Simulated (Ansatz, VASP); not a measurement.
## Pt (Pt(100)): VASP beside Ansatz

One calculation is typed for both programs; each brings its own data sets. How far apart do they land? The cell is taken from a series of runs on this material, whose earlier steps may have relaxed, scaled, displaced or heated it; both programs get it as it stands.

Main program and level: Ansatz 0.2.0; plane waves, with VASP 6.6.1 beside it; single point at LDA, single point at PBEsol and single point at RPBE.

## Step 1: Starting point

The cell holds 7 atoms: 7 Pt. Cell: a = 2.772 Å, b = 2.772 Å, c = 29.760 Å, α = 90.0°, β = 90.0°, γ = 90.0°. Vacuum lies along c.

## Step 2: Ansatz: single point, LDA

Ansatz runs on its default PAW (the set named soft_2) files.

With cell and atoms fixed, the geometry can't cause a difference; cores, projectors, grids and the points listed under the comparison can.

Input file input.yaml:

```yaml
crystal:
  lattice:
    - [2.7718585823, 0.0, 0.0]
    - [0.0, 2.7718585823, 0.0]
    - [0.0, 0.0, 29.76]
  atoms:
    - { symbol: Pt, position: [0.0, 0.0, 0.3024193548] }
    - { symbol: Pt, position: [0.5, 0.5, 0.3682795699] }
    - { symbol: Pt, position: [0.0, 0.0, 0.4341397849] }
    - { symbol: Pt, position: [0.5, 0.5, 0.5] }
    - { symbol: Pt, position: [0.0, 0.0, 0.5658602151] }
    - { symbol: Pt, position: [0.5, 0.5, 0.6317204301] }
    - { symbol: Pt, position: [0.0, 0.0, 0.6975806452] }
kpoints:
  mp_grid: { grid: [15, 15, 1] }
hamiltonian:
  xc: lda
scf:
  occupations: { method: fermi_dirac, width: 0.1 }
  convergence: { dr2_threshold: 1.0e-09 }
efield:
  axis: 3
  dipole_correction: true
  ramp_position: 0.97
  ramp_width: 0.06
output:
  write_potential: true
  write_density: true
  volumetric_format: npy
```

Started as:

```bash
$ ansatz run input.yaml --threads 4 --pin off --max-ram 6144MiB --backend cpu --events-out ev --progress --plain --runs-dir out
```

Numbers of over 12 decimals in the logs are rounded to 6 here.

The log of the run:

```text
Engine: ansatz 0.2.0, aarch64-unknown-linux-gnu
Pseudopotentials: kind: paw
Pseudopotential: Pt, paw, valence charge 18, recommended cutoff 420 eV (normal), Pt.paw.azcp
Functional definition: SPW92
  exchange = slater_x
  correlation = pw_c
Crystal: 7 atoms, lattice volume = 228.652 Å³
Basis set: ecut = 420 eV, 4543 PW (Γ)
Bands: 76, of which v1, the nominal top of the filled ones, is band 63 counted from 1 (62 counted from 0)
Symmetry: 8 space group operations
k-points: 36 of 225
Non-local potential: Pt, projectors of the file, l = 0: 3, l = 1: 2, l = 2: 2, l = 3: 1
PAW form: soft (Blöchl's): semilocal exchange-correlation on the pseudo side does not see the compensation charge
PAW frozen core: Pt, regenerated for the run's functional, and the local potential with it (the file was generated under x = pbe(κ = 0.804, μ = 0.219515), c = pbe(β = 0.066725))
PAW one-centre angular grid: Pt, 590 points (default); XC on 64 Gauss nodes
Initial density: superposition of atomic densities (neutral atoms: chi_scale 0, normalization atom), corrected by the library's trained network
Initial wavefunctions: pseudopotential atomic-orbital guess
Functional: x = slater, c = lda
SCF iter   1: F=—  HF=-85712.843377 eV  |F-HF|=—  |Δ(HF+E_count)|=         —  Δρ=1.80e-2  dr2=1.29e1  ethr=1.77e-3  p=-0.000 e·Å  D=-5.62e-14 V/Å  ΔV_dip=0.00 eV  dr2_dipole=3.79e-8  V_vac-E_F(+/−)=5.36/5.36 eV  ⟨swp⟩=7.9  Hψ=11837  notcnv=0  defer=63
efield: sawtooth ramp at fractional position 0.9700 (set: `efield.ramp_position`, or a place that a band, a saddle search or an elastic batch's reference lends), width 0.0600; the density the first Hamiltonian is built on has a dipole p = -0.000 e·Å; the dipole correction subtracts the counter field D = -5.62e-14 V/Å, which shifts the + side's vacuum level by +0.00 eV against the − side's; the planar-averaged density in the ramp window peaks in size at 7.6e-6 e/Å³
preconditioner: auto → LDOS  [metal: Δε(μ)=0.010 eV  Ē_g=7.683 eV  σ=0.100 eV  W_gap=0.03  n_scr=58 (ndim 8)  ℏωp=20.5 eV  f_vac=0.495  D(μ)=11.59/eV (n_scr^D=104)  β→1.0]
SCF iter   2: F=—  HF=-85712.682866 eV  |F-HF|=—  |Δ(HF+E_count)|=   1.61e-1  Δρ=5.49e-3  dr2=2.96e-1  ethr=1.77e-3  p=-0.000 e·Å  D=-2.79e-5 V/Å  ΔV_dip=0.00 eV  dr2_dipole=2.61e-7  V_vac-E_F(+/−)=6.09/6.09 eV  ⟨swp⟩=1.9  Hψ=3326  notcnv=0  defer=94
SCF iter   3: F=—  HF=-85712.679683 eV  |F-HF|=—  |Δ(HF+E_count)|=   3.18e-3  Δρ=3.08e-3  dr2=6.91e-2  ethr=2.35e-4  p=0.000 e·Å  D=2.53e-6 V/Å  ΔV_dip=-0.00 eV  dr2_dipole=5.50e-9  V_vac-E_F(+/−)=5.92/5.92 eV  ⟨swp⟩=2.0  Hψ=3769  notcnv=0  defer=100
SCF iter   4: F=—  HF=-85712.670078 eV  |F-HF|=—  |Δ(HF+E_count)|=   9.60e-3  Δρ=5.81e-4  dr2=1.74e-3  ethr=5.48e-5  p=-0.000 e·Å  D=-6.65e-6 V/Å  ΔV_dip=0.00 eV  dr2_dipole=1.73e-11  V_vac-E_F(+/−)=6.06/6.06 eV  ⟨swp⟩=2.1  Hψ=3814  notcnv=0  defer=100
SCF iter   5: F=—  HF=-85712.669877 eV  |F-HF|=—  |Δ(HF+E_count)|=   2.01e-4  Δρ=3.01e-4  dr2=5.54e-4  ethr=1.38e-6  p=-0.000 e·Å  D=-2.94e-6 V/Å  ΔV_dip=0.00 eV  dr2_dipole=4.66e-11  V_vac-E_F(+/−)=6.05/6.05 eV  ⟨swp⟩=2.9  Hψ=4537  notcnv=0  defer=100
SCF iter   6: F=—  HF=-85712.669867 eV  |F-HF|=—  |Δ(HF+E_count)|=   9.39e-6  Δρ=1.34e-4  dr2=1.63e-4  ethr=4.40e-7  p=-0.000 e·Å  D=-4.28e-7 V/Å  ΔV_dip=0.00 eV  dr2_dipole=5.38e-12  V_vac-E_F(+/−)=6.05/6.05 eV  ⟨swp⟩=1.3  Hψ=2847  notcnv=0  defer=100
SCF iter   7: F=—  HF=-85712.669871 eV  |F-HF|=—  |Δ(HF+E_count)|=   3.86e-6  Δρ=5.29e-5  dr2=1.34e-5  ethr=1.29e-7  p=0.000 e·Å  D=4.23e-7 V/Å  ΔV_dip=-0.00 eV  dr2_dipole=2.51e-12  V_vac-E_F(+/−)=6.05/6.05 eV  ⟨swp⟩=1.3  Hψ=2820  notcnv=0  defer=100
SCF iter   8: F=—  HF=-85712.669847 eV  |F-HF|=—  |Δ(HF+E_count)|=   2.38e-5  Δρ=1.14e-5  dr2=1.38e-6  ethr=1.07e-8  p=0.000 e·Å  D=2.80e-7 V/Å  ΔV_dip=-0.00 eV  dr2_dipole=4.93e-14  V_vac-E_F(+/−)=6.05/6.05 eV  ⟨swp⟩=2.1  Hψ=3913  notcnv=0  defer=100
SCF iter   9: F=—  HF=-85712.669200 eV  |F-HF|=—  |Δ(HF+E_count)|=   6.47e-4  Δρ=3.89e-6  dr2=1.46e-7  ethr=1.10e-9  p=0.000 e·Å  D=1.38e-7 V/Å  ΔV_dip=-0.00 eV  dr2_dipole=1.98e-12  V_vac-E_F(+/−)=6.05/6.05 eV  ⟨swp⟩=2.1  Hψ=3905  notcnv=0  defer=94
SCF iter  10: F=—  HF=-85712.669200 eV  |F-HF|=—  |Δ(HF+E_count)|=   1.38e-8  Δρ=2.13e-6  dr2=2.73e-8  ethr=1.15e-10  p=0.000 e·Å  D=3.63e-8 V/Å  ΔV_dip=-0.00 eV  dr2_dipole=2.09e-12  V_vac-E_F(+/−)=6.05/6.05 eV  ⟨swp⟩=2.0  Hψ=3509  notcnv=0  defer=94
SCF iter  11: F=—  HF=-85712.669200 eV  |F-HF|=—  |Δ(HF+E_count)|=   2.39e-9  Δρ=6.84e-7  dr2=3.95e-9  ethr=2.17e-11  p=-0.000 e·Å  D=-3.56e-8 V/Å  ΔV_dip=0.00 eV  dr2_dipole=3.09e-16  V_vac-E_F(+/−)=6.05/6.05 eV  ⟨swp⟩=2.2  Hψ=3677  notcnv=0  defer=94
SCF iter  12: F=-85712.669200 eV  HF=-85712.669200 eV  |F-HF|=1.46e-10  |Δ(HF+E_count)|=  5.09e-10  Δρ=2.72e-7  dr2=3.35e-10  ethr=1.00e-12  p=0.000 e·Å  D=9.51e-9 V/Å  ΔV_dip=-0.00 eV  dr2_dipole=6.32e-15  V_vac-E_F(+/−)=6.05/6.05 eV  ⟨swp⟩=12.2  Hψ=8603  notcnv=0
SCF 1 converged in 12 iterations: F = -85712.669200 eV  dr2 = 3.35e-10
  greatest PAW one-centre occupation: 1.000 electrons in one spin orbital (limit 2), on the Pt atom at site 2 (counted from 0), in its partial waves of l = 0
WARN: The output density's exchange-correlation potential varies sharply where the density is thin. Do not read a vacuum level from v_tot or v_xc, or from such a field of the output density. On a cell that repeats whose density bears no net charge and no dipole along the vacuum's axis use v_es (v_loc + v_h of the components); under efield.dipole_correction with no amplitude use v_es + v_field, which holds any externa [...]
SCF converged after 12 iterations
Free energy (F): -85712.669200 eV
Harris-Foulkes:  -85712.669200 eV  (|F-HF|=1.46e-10)
Internal energy: -85712.272583 eV  (E = F + TS)
E sigma→0 (E₀):  -85712.470891 eV
Entropy (-TS):   -0.396618 eV (-56.660 meV/atom)
Fermi energy:    7.351273 eV
Dipole field:    D = 0.000000 V/Å  (p = 0.000000 e·Å, saw-weighted, corrected)
Work function:   Φ+ = 6.0505 eV   Φ− = 6.0505 eV
Levels:          The Fermi level and band energies are counted from a zero that moves with the ramp; work functions are not
--- Per-component energies (eV) ---
  E_band       = -2896.482175
  E_kinetic    = 4463.090243
  E_local      = -282516.227558  (includes V_loc(G=0)·N_el)
  E_nonlocal   = 1450.102216
  E_hartree    = 138942.369255
  E_xc         = -1818.607577
  E_vxc        = -2113.797752  (∫ρ·V_xc dr)
  E_paw        = -64243.731153  (= ΣΔE_a)
  E_vpaw       = -2064.390811  (= ΣTr[D̂ρ^β])
  E_aug_tail   = 0.001241  (compensation charges beyond the density's cutoff)
  E_efield     = 0.000000  (sawtooth field / dipole correction)
  E_vefield    = 0.000000  (∫n·V_field dr)
  E_ewald      = 118007.483664
  E_core_change = 3.247086  (= ΣΔE_core)
  E_smearing   = -0.396618  (= −TS)
  E_closure    = -0.000000  (closes the sum)
  Σ components = -85712.669200   (vs F -85712.669200, Δ=0.00e0)
--- Band table (eV; the first three rows and the last of 36) ---
  k-point 0: bands = [... 59 lower, 6.5336, 6.6537, 6.7451, 7.1122, 7.3015, 7.3015, 7.4430, 7.4782, ... 9 higher]
  k-point 1: bands = [... 59 lower, 6.4300, 6.8774, 6.9357, 6.9412, 6.9822, 7.3420, 7.3845, 7.4654, ... 9 higher]
  k-point 2: bands = [... 59 lower, 6.3257, 6.4306, 6.6956, 6.9453, 6.9664, 7.1798, 7.3002, 7.5891, ... 9 higher]
  k-point 35: bands = [... 59 lower, 7.7607, 7.7713, 8.2863, 8.3213, 9.6018, 10.2833, 11.2335, 11.8443, ... 9 higher]
```

## Step 3: VASP: single point, LDA

The same cell, functional (in two slightly different forms), mesh and smearing now go to VASP, with its own data sets.

Lines of VASP's logs that name or quote its potential files are left out, and so is its time.

Input file INCAR:

```
SYSTEM = Pt
PREC = Accurate
ENCUT = 400
EDIFF = 1E-06
NELM = 120
ISMEAR = -1
SIGMA = 0.1
LREAL = .FALSE.
ALGO = Normal
GGA = PW92
NBANDS = 43
LASPH = .TRUE.
LORBIT = 11
LWAVE = .FALSE.
LCHARG = .FALSE.
ISIF = 2
LDIPOL = .TRUE.
IDIPOL = 3
DIPOL = 0.5 0.5 0.5
LVHAR = .TRUE.
GGA_COMPAT = .FALSE.
NELMDL = -8
KPAR = 2
```

Input file POSCAR:

```
Pt
1.0
    2.7718585823      0.0000000000      0.0000000000
    0.0000000000      2.7718585823      0.0000000000
    0.0000000000      0.0000000000     29.7600000000
Pt
7
Direct
    0.0000000000      0.0000000000      0.3024193548
    0.5000000000      0.5000000000      0.3682795699
    0.0000000000      0.0000000000      0.4341397849
    0.5000000000      0.5000000000      0.5000000000
    0.0000000000      0.0000000000      0.5658602151
    0.5000000000      0.5000000000      0.6317204301
    0.0000000000      0.0000000000      0.6975806452
```

Input file KPOINTS:

```
Automatic mesh
0
Gamma
15 15 1
0 0 0
```

PAW data sets: Pt (LDA family, release 64).

Started as:

```bash
$ mpirun -np 2 vasp_std
```

The log of the run:

```text
[banner, memory and clock lines left out]
running    2 mpi-ranks, on    1 nodes
 distrk:  each k-point on    1 cores,    2 groups
 distr:  one band on    1 cores,    1 groups

 POSCAR found type information on POSCAR Pt
 POSCAR found :  1 types and       7 ions
|                                                                             |
|               ----> ADVICE to this user running VASP <----                  |
|                                                                             |
|     You enforced a specific xc type in the INCAR file but a different       |
|     [... a line on the potential file left out ...]
|     I HOPE YOU KNOW WHAT YOU ARE DOING!                                     |
|                                                                             |

 LDA part: xc-table for (Slater(with rela. corr.)+PW92), standard interpolation
 POSCAR, INCAR and KPOINTS ok, starting setup
 FFT: planning ... GRIDC
 FFT: planning ... GRID_SOFT
 FFT: planning ... GRID
 WAVECAR not read
 entering main loop
       N       E                     dE             d eps       ncg     rms          rms(c)
DAV:   1     0.415240797251E+03    0.41524E+03   -0.28661E+04  3104   0.116E+03
DAV:   2    -0.299193230865E+02   -0.44516E+03   -0.42036E+03  3788   0.272E+02
DAV:   3    -0.525226087764E+02   -0.22603E+02   -0.21354E+02  3768   0.565E+01
DAV:   4    -0.533968011471E+02   -0.87419E+00   -0.84279E+00  3869   0.105E+01
DAV:   5    -0.534218360934E+02   -0.25035E-01   -0.24945E-01  3753   0.180E+00
DAV:   6    -0.534227853311E+02   -0.94924E-03   -0.94911E-03  4175   0.329E-01
DAV:   7    -0.534228060835E+02   -0.20752E-04   -0.20747E-04  3746   0.475E-02
DAV:   8    -0.534228070017E+02   -0.91817E-06   -0.91857E-06  3303   0.867E-03    0.315E+01
DAV:   9    -0.577318232677E+02   -0.43090E+01   -0.41890E+01  3381   0.350E+01    0.333E+01
DAV:  10    -0.558764266293E+02    0.18554E+01   -0.44991E+01  3648   0.445E+01    0.212E+01
DAV:  11    -0.576052289227E+02   -0.17288E+01   -0.49275E+01  3439   0.367E+01    0.229E+01
DAV:  12    -0.510119997135E+02    0.65932E+01   -0.10686E+01  3298   0.227E+01    0.686E+00
DAV:  13    -0.507206078027E+02    0.29139E+00   -0.63093E+00  3339   0.168E+01    0.684E+00
DAV:  14    -0.503427726093E+02    0.37784E+00   -0.13083E+00  3316   0.839E+00    0.325E+00
[...]
DAV:  23    -0.502966649620E+02   -0.30368E-05   -0.39432E-05  3380   0.390E-02    0.200E-02
DAV:  24    -0.502966765143E+02   -0.11552E-04   -0.65865E-06  2824   0.169E-02    0.623E-03
DAV:  25    -0.502966862805E+02   -0.97662E-05   -0.12302E-06  2099   0.482E-03    0.590E-03
DAV:  26    -0.502966985012E+02   -0.12221E-04   -0.15330E-06  2176   0.553E-03    0.222E-03
DAV:  27    -0.502967044914E+02   -0.59902E-05   -0.14107E-06  2091   0.476E-03    0.328E-03
DAV:  28    -0.502967069814E+02   -0.24900E-05   -0.15004E-07  1842   0.167E-03    0.297E-03
DAV:  29    -0.502967090341E+02   -0.20527E-05   -0.14270E-07  1889   0.146E-03    0.226E-03
DAV:  30    -0.502967096263E+02   -0.59215E-06   -0.20562E-07  1716   0.222E-03
   1 F= -.50296710E+02 E0= -.50098624E+02  d E =-.396171E+00
```

Parts of OUTCAR (step 3):

```text
ion  position               nearest neighbor table
   1  0.000  0.000  0.302-   2 2.77   2 2.77   2 2.77   2 2.77
   2  0.500  0.500  0.368-   3 2.77   3 2.77   3 2.77   3 2.77   1 2.77   1 2.77   1 2.77   1 2.77

  LATTYP: Found a simple tetragonal cell.
 ALAT       =     2.7718585823
 C/A-ratio  =    10.7364784733

 Subroutine GETGRP returns: Found 16 space group operations
 (whereof 16 operations were pure point group operations)

The static configuration has the point symmetry D_4h.

 Found     36 irreducible k-points:

   k-points           NKPTS =     36   k-points in BZ     NKDIM =     36   number of bands    NBANDS=     43

   dimension x,y,z NGX =    18 NGY =   18 NGZ =  196
   dimension x,y,z NGXF=    36 NGYF=   36 NGZF=  392

   ENCUT  =  400.0 eV  29.40 Ry    5.42 a.u.   4.52  4.52 48.53*2*pi/ulx,y,z

   NELECT =      70.0000    total number of electrons

 k-points in reciprocal lattice and weights: Automatic mesh
   0.00000000  0.00000000  0.00000000       0.004
   0.06666667  0.00000000  0.00000000       0.018
   0.13333333  0.00000000  0.00000000       0.018
   0.20000000  0.00000000  0.00000000       0.018
   0.26666667  0.00000000  0.00000000       0.018
   0.33333333  0.00000000  0.00000000       0.018
   0.40000000  0.00000000  0.00000000       0.018
   0.46666667  0.00000000  0.00000000       0.018
   0.06666667  0.06666667  0.00000000       0.018
[...]
0.46666667  0.40000000  0.00000000       0.036
   0.46666667  0.46666667  0.00000000       0.018

 dipolmoment           0.000000      0.000000     -0.000000 electrons x Angstroem

 average (electrostatic) potential at core
       1 -71.6442       2 -72.3234       3 -72.3545       4 -72.3190       5 -72.3545
       6 -72.3234       7 -71.6442

 E-fermi :   1.8582

 k-point     1 :       0.0000    0.0000    0.0000
  band No.  band energies     occupation
    ...
     34       1.2513      1.99538
     35       1.6171      1.83530
     36       1.8068      1.25129
     37       1.8068      1.25129
     38       1.9441      0.59524
     39       1.9806      0.45440
     40       2.2275      0.04858
     41       2.2275      0.04858
     42       2.9547      0.00003
     43       3.7175      0.00000

 k-point     2 :       0.0667    0.0000    0.0000
  band No.  band energies     occupation
    ...
     34       1.4401      1.96990
     35       1.4529      1.96584
     36       1.4971      1.94738
     37       1.8450      1.06607
     38       1.8861      0.86120
     39       1.9707      0.49030
     40       2.1210      0.13467
     41       2.2399      0.04302
     42       3.4821      0.00000
     43       4.3580      0.00000

 k-point     3 :       0.1333    0.0000    0.0000
  band No.  band energies     occupation
    ...
     34       1.2027      1.99716
     35       1.4465      1.96792
     36       1.4864      1.95258
     37       1.6831      1.70403
     38       1.8067      1.25175
     39       2.0934      0.17373
     40       2.1955      0.06631
     41       2.8440      0.00010
     42       4.3913      0.00000
     43       5.4962      0.00000

  Total       -8.2340975     -8.2340975     -4.5918273      0.0000000      0.0000000      0.0000000
  in kB      -57.6967730    -57.6967730    -32.1751860      0.0000000      0.0000000      0.0000000
  external PRESSURE =     -49.1895773 kB  Pullay stress =       0.0000000 kB

  energy-cutoff  :      400.00
  volume of cell :      228.65
      direct lattice vectors                 reciprocal lattice vectors
     2.771858582  0.000000000  0.000000000     0.360768766  0.000000000  0.000000000
     0.000000000  2.771858582  0.000000000     0.000000000  0.360768766  0.000000000
     0.000000000  0.000000000 29.760000000     0.000000000  0.000000000  0.033602151

 POSITION                                       TOTAL-FORCE (eV/Angst)
 -----------------------------------------------------------------------------------
      0.00000      0.00000      9.00000         0.000000      0.000000      0.611179
      1.38593      1.38593     10.96000         0.000000      0.000000     -0.304153
      0.00000      0.00000     12.92000        -0.000000      0.000000     -0.075849
      1.38593      1.38593     14.88000         0.000000      0.000000      0.000000
      0.00000      0.00000     16.84000         0.000000      0.000000      0.075849
      1.38593      1.38593     18.80000         0.000000      0.000000      0.304153
      0.00000      0.00000     20.76000         0.000000     -0.000000     -0.611179
 -----------------------------------------------------------------------------------
    total drift:                                0.000000      0.000000     -0.000000

  FREE ENERGIE OF THE ION-ELECTRON SYSTEM (eV)
  ---------------------------------------------------
  free  energy   TOTEN  =       -50.2967096263 eV

  energy  without entropy=      -49.9005383648  energy(sigma->0) =      -50.09862400

 vacuum level on the upper side and lower side of the slab         7.898         7.898

 total charge
# of ion       s       p       d       tot
------------------------------------------
    1        0.626   0.411   8.037   9.074
    2        0.634   0.603   8.037   9.274
    3        0.641   0.614   8.048   9.302
    4        0.640   0.612   8.056   9.309
    5        0.641   0.614   8.048   9.302
    6        0.634   0.603   8.037   9.274
    7        0.626   0.411   8.037   9.074
--------------------------------------------------
tot          4.441   3.867  56.302  64.610

[... 3 further parts left out ...]
```

## Step 4: Differences

Known differences besides the potentials themselves: the data sets hold 126 valence electrons in Ansatz (on its default PAW (the set named soft_2) files) and 70 in VASP; the cutoff is 420 eV in Ansatz and 400 eV in VASP; VASP's log shows a relativistic correction to its local exchange, Ansatz's none. Total energies have different zeros and are not compared.

Compared:

```tsv
quantity	Ansatz	VASP	difference
work function, lower of the two faces (eV)	6.05	6.04	+0.01
work function, higher of the two faces (eV)	6.05	6.04	+0.01
```

With vacuum in the cell, a pressure given here is an average over mostly empty space and none of the material.

(Continued in part 2 of 2.)

[Lines on the potential files, build, host, timing and source positions are cut from VASP's logs without a mark.]

[Logs are printed without paths, hosts, clocks, repeated set-up lines and the standing remarks that a program may print on its own settings, such as how far it seeks lower states.]

[Hosts, paths, dates, database ids (printed as entryN), source tags and the programs' standing remarks are cut or masked in the printed files.]
